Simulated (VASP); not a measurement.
# What goes wrong when the gap of Selenium is computed with a bad input, part 2 of 2

Some runs for the gap of Selenium get a fault in the input on purpose. Which of them show, and how? The starting structure is a measured crystal structure from the Crystallography Open Database. Cell and atoms stay as given unless a step says otherwise.

VASP 6.6.1.

Results so far: reference 0.911 eV; a k mesh far too coarse and no band path 1.373 eV; a cutoff far too low 0.762 eV; a wide metal-type smearing 0.908 eV.

### 6. Bands with too few electronic steps

Level of this step: LDA; plane waves and PAW (Se) (VASP).

A slip made on purpose: too few electronic steps. Against step 2 the input has NELM = 4.

File INCAR:

```
SYSTEM = Se
PREC = Accurate
ENCUT = 350
EDIFF = 1E-06
NELM = 4
ISMEAR = 0
SIGMA = 0.03
LREAL = .FALSE.
ALGO = Normal
GGA = CA
NBANDS = 22
LORBIT = 11
LWAVE = .FALSE.
LCHARG = .FALSE.
KPAR = 4
```

File POSCAR:

```
Se
1.0
    4.3662000000      0.0000000000      0.0000000000
   -2.1831000000      3.7812401180      0.0000000000
    0.0000000000      0.0000000000      4.9536000000
Se
3
Direct
    0.7746000000      0.7746000000      0.0000000000
    0.0000000000      0.2254000000      0.6666666667
    0.2254000000      0.0000000000      0.3333333333
```

File KPOINTS:

```
Automatic mesh
0
Gamma
6 6 4
0 0 0
```

File KPOINTS_OPT:

```
Line mode
10
Line-mode
Reciprocal
  0.00000000   0.00000000   0.00000000 GAMMA
  0.50000000   0.00000000   0.00000000 M

  0.50000000   0.00000000   0.00000000 M
  0.33333333   0.33333333   0.00000000 K

  0.33333333   0.33333333   0.00000000 K
  0.00000000   0.00000000   0.00000000 GAMMA

  0.00000000   0.00000000   0.00000000 GAMMA
  0.00000000   0.00000000   0.50000000 A

  0.00000000   0.00000000   0.50000000 A
  0.50000000   0.00000000   0.50000000 L

  0.50000000   0.00000000   0.50000000 L
  0.33333333   0.33333333   0.50000000 H

  0.33333333   0.33333333   0.50000000 H
  0.00000000   0.00000000   0.50000000 A

  0.50000000   0.00000000   0.50000000 L
  0.50000000   0.00000000   0.00000000 M

  0.33333333   0.33333333   0.00000000 K
  0.33333333   0.33333333   0.50000000 H
```

The projector-augmented-wave data sets are Se (LDA family, release 64).

The run is started by

```
> mpirun -np 4 vasp_std
```

Output:

```text
[... set-up lines as in an earlier step ...]
 entering main loop
       N       E                     dE             d eps       ncg     rms          rms(c)
[... 4 cycles as in an earlier step ...]
 -----------------------------------------------------------------------------
|                                                                             |
|           W    W    AA    RRRRR   N    N  II  N    N   GGGG   !!!           |
|           W    W   A  A   R    R  NN   N  II  NN   N  G    G  !!!           |
|           W    W  A    A  R    R  N N  N  II  N N  N  G       !!!           |
|           W WW W  AAAAAA  RRRRR   N  N N  II  N  N N  G  GGG   !            |
|           WW  WW  A    A  R   R   N   NN  II  N   NN  G    G                |
|           W    W  A    A  R    R  N    N  II  N    N   GGGG   !!!           |
|                                                                             |
|     The electronic self-consistency was not achieved in the given           |
|     number of steps (NELM). The forces and other quantities evaluated       |
|     might not be reliable so examine the results carefully. If you find     |
|     spurious results, we suggest increasing NELM, if you were close to      |
|     convergence or switching to a different ALGO or adjusting the           |
|     density mixing parameters otherwise.                                    |
|                                                                             |
 -----------------------------------------------------------------------------

   1 F= -.12447782E+02 E0= -.12447782E+02  d E =-.944512E-17
 Start KPOINTS_OPT (optional k-point list driver)
k-point batch [1-24\90]
       N       E                     dE             ncg
DAV:   1     0.749891346517E+02   -0.79298E+04     1056
DAV:   2    -0.156522521326E+04   -0.16402E+04     1398
DAV:   3    -0.165501133675E+04   -0.89786E+02     1322
DAV:   4    -0.165559178440E+04   -0.58045E+00     1212
[...]
k-point batch [73-90\90]
       N       E                     dE             ncg
DAV:   1     0.202120018383E+04   -0.80567E+04      792
DAV:   2     0.797892189199E+03   -0.12233E+04     1072
DAV:   3     0.731988260237E+03   -0.65904E+02     1010
DAV:   4     0.731545359091E+03   -0.44290E+00      948
```

Run time: 3.4 s. Hardware: 4 MPI ranks of AMD EPYC 9R45, shared host; peak memory 0.51 GiB.

OUTCAR, selected parts (step 6):

```text
  Total       -0.9136900     -0.9136900      1.1816695     -0.0000000      0.0000000     -0.0000000
  in kB      -17.8999017    -17.8999017     23.1498297     -0.0000000      0.0000000     -0.0000000
  external PRESSURE =      -4.2166579 kB  Pullay stress =       0.0000000 kB

 POSITION                                       TOTAL-FORCE (eV/Angst)
 -----------------------------------------------------------------------------------
      1.69103      2.92895      0.00000        -0.113630     -0.196812      0.000000
     -0.49207      0.85229      3.30240        -0.113630      0.196812      0.000000
      0.98414      0.00000      1.65120         0.227259     -0.000000     -0.000000
 -----------------------------------------------------------------------------------
    total drift:                                0.000000      0.000001     -0.000000

  FREE ENERGIE OF THE ION-ELECTRON SYSTEM (eV)
  ---------------------------------------------------
  free  energy   TOTEN  =       -12.4477822193 eV

  energy  without entropy=      -12.4477822193  energy(sigma->0) =      -12.44778222

[... 2 parts as in an earlier step ...]

[... 1 further part left out ...]
[key lines of the parts left out:]
E-fermi :   2.7130
```

The electronic loop didn't reach EDIFF within its 4 cycles (NELM).

### 7. Comparison

```csv
run,ended,gap (eV),change (eV),core minutes
reference,converged,0.911,-,0.4
a k mesh far too coarse and no band path,converged,1.373,0.463,0.0667
a cutoff far too low,converged,0.762,-0.149,0.0933
a wide metal-type smearing,converged,0.908,-0.003,0.4
too few electronic steps,not converged,-,-,0.227
```

Core minutes are wall time times ranks of the run shown, on a shared host.

### 8. What came out

| Property | Result |
| --- | --- |
| reference gap | 0.911 eV |
| gap with a k mesh far too coarse and no band path | 1.373 eV |
| gap with a cutoff far too low | 0.762 eV |
| gap with a wide metal-type smearing | 0.908 eV |
| run with too few electronic steps | not converged |

What this shows: The run with too few electronic steps didn't converge. Finished, but with signs in the output that stand out against the reference: a cutoff far too low, with the gap changed by -0.15 eV (signs: a stress of up to 23.1 GPa and forces of up to 1.10 eV/Å); a wide metal-type smearing, with the gap changed by less than 0.01 eV (signs: a large entropy term in the energy). Finished, and of the signs looked for here (warnings, stress, forces, entropy, moments, translations away from zero, imaginary modes) none stands out against the reference by the marks set here, though the gap is off: a k mesh far too coarse and no band path, with the gap changed by +0.46 eV. Further runs on this material are not shown.

[Lines on the potential files, build, host, timing and source positions are cut from VASP's logs without a mark.]

[Logs are printed without paths, hosts, clocks, repeated set-up lines and the standing remarks that a program may print on its own settings, such as how far it seeks lower states.]

[Hosts, paths, dates, database ids (printed as entryN), source tags and the programs' standing remarks are cut or masked in the printed files.]
